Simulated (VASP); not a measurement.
An input for Ansatz (written as the equivalent of a VASP run, and not itself run):

Ansatz 0.2 input:
```yaml
crystal:
  lattice:
    - [0.0000000, 2.9515182, 2.9515182]
    - [2.9515182, 0.0000000, 2.9515182]
    - [2.9515182, 2.9515182, 0.0000000]
  atoms:
    - { symbol: In, position: [0.0000000, 0.0000000, 0.0000000] }
    - { symbol: P, position: [0.2500000, 0.2500000, 0.2500000] }
kpoints:
  mp_grid: { grid: [8, 8, 8] }
hamiltonian:
  xc: r2scan
  pseudopotentials: { kind: paw }
scf:
  occupations: { method: gaussian, width: 0.05 }
  max_iter: 100
relax:
  max_steps: 40
  f_tol: 0.01
  cell: { p_target: 20 }
output: { forces: true, stress: true, eigenvalues: true }
```

Q: Write the VASP files for the same calculation (r2SCAN).

A: One answer among several that fit: 
POSCAR:
```
InP
1
   -0.0000000000     2.9515182363     2.9515182363
    2.9515182363     0.0000000000     2.9515182363
    2.9515182363     2.9515182363     0.0000000000
In P
1 1
Direct
  0.0000000000   0.0000000000   0.0000000000
  0.2500000000   0.2500000000   0.2500000000
```

INCAR:
```
ISIF=3
ISMEAR=0   ! Gaussian
LASPH=.TRUE.   ! aspherical one-centre terms
LCHARG=.FALSE.
METAGGA=R2SCAN
NELM=100   ! most electronic steps
LMIXTAU=.TRUE.
EDIFFG=-0.01   ! ionic stop
IBRION=2   ! conjugate gradients
LWAVE=.FALSE.
ALGO=Normal   ! blocked Davidson
SIGMA=0.05
LMAXMIX=4   ! l cut-off of mixed one-centre charges
LREAL=.FALSE.   ! projection in real space or not
ENCUT=480
PSTRESS=200
NSW=40
SYSTEM=InP
EDIFF=1E-7
PREC=Accurate
```

**KPOINTS**
```
Automatic mesh
0
Gamma
8 8 8
0 0 0
```

POTCAR, in this order: In_d P (PBE.64 set). Program: vasp_std.

What does not carry over: each code has its own PAW files, so the cut-off isn't converted (ENCUT is set for VASP's; basis.ecutwfc is left out, and Ansatz then takes the one that its files recommend); Ansatz stops its SCF on the density residual and VASP on the energy change (EDIFF).

The compound is InP in the zinc blende structure. This run relaxes it under an external pressure of 20 GPa. Symmetry was kept, so distortions that lower it aren't found.
